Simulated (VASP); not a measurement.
The system is ZnH.

```
CELL_PARAMETERS angstrom
2.94802 0.00000 0.00000
0.00000 2.94802 0.00000
0.00000 0.00000 2.94802
ATOMIC_POSITIONS crystal
Zn 0.50000 0.50000 0.50000
H 0.00000 0.00000 0.00000
```

The cell was built by a generator and needn't be a form met in nature.

- Program: VASP 6.6.1
- Task: relaxation of cell and atoms
- Functional: PBE
- Potentials or basis: VASP PAW PBE potentials, release 64 (Zn, H)
- Cutoff: 600 eV
- k mesh: 9 × 9 × 9
- Occupations: gaussian, width 0.05 eV
- Spin: no spin polarisation

At the start: pressure -9.8 GPa; volume 12.81 Å³/atom.

Task: How do energy, volume and symmetry change on relaxing?

Result: Over 11 steps the energy falls by 109.9 meV/atom and the volume is 9.94 Å³/atom (-22.4 %); space group Pm-3m (No. 221, to 0.05 Å).

The path:
```
step  energy change (eV)  largest force (eV/Å)  pressure (GPa)  volume (Å³)
   1              0.0000                0.0000           -9.82        25.62
   2             -0.1494                0.0000           -6.84        22.82
   3             -0.2167                0.0000           -1.64        20.46
   4             -0.2197                0.0000           -0.33        19.85
   5             -0.2192                0.0000            0.71        19.70
   6             -0.2197                0.0000            0.50        19.85
   7             -0.2187                0.0000           -1.05        20.23
   8             -0.2197                0.0000           -0.29        19.97
   9             -0.2197                0.0000           -0.43        19.93
  10             -0.2197                0.0000           -0.24        19.89
  11             -0.2197                0.0000           -0.02        19.87
```

Final structure:
```
Zn H
1.0
     2.70866    0.00000    0.00000
     0.00000    2.70866    0.00000
     0.00000    0.00000    2.70866
Zn H
1 1
Direct
  0.50000 0.50000 0.50000
  0.00000 0.00000 0.00000
```

Caveat: the volume moved by over 15 % at a fixed basis, so the end points are rough.
